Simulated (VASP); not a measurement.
Given:

```
CELL_PARAMETERS angstrom
      0.00000     1.78350     1.78350
      1.78350     0.00000     1.78350
      1.78350     1.78350     0.00000
ATOMIC_POSITIONS crystal
  C  0.00000 0.00000 0.00000
  C  0.25000 0.25000 0.25000
```

Method: LDA (Ceperley-Alder, Perdew-Zunger), VASP's LDA PAW potentials (set 64) (plane waves; VASP). Settings: 520 eV cut-off, 11×11×11 Γ-centred mesh, Gaussian smearing of 0.050 eV, potentials C.

Energy and stress use the plane-wave basis of the starting cell.

Question: The ions, cell shape and volume are relaxed. What does this cell relax into?

Answer: 
```
CELL_PARAMETERS angstrom
      0.00000     1.76792     1.76792
      1.76792     0.00000     1.76792
      1.76792     1.76792     0.00000
ATOMIC_POSITIONS crystal
  C  0.00000 0.00000 0.00000
  C  0.25000 0.25000 0.25000
```
Space group Fd-3m (227), at a tolerance of 0.03 Å.

Question: How do energy and volume change from the first to the last step?

Answer: The energy (σ→0) changes by -5.5 meV/atom and the volume by -2.6 %, in 3 ionic steps.

The compound is C in the diamond structure. This run relaxes it. Symmetry was kept, so distortions that lower it aren't found.
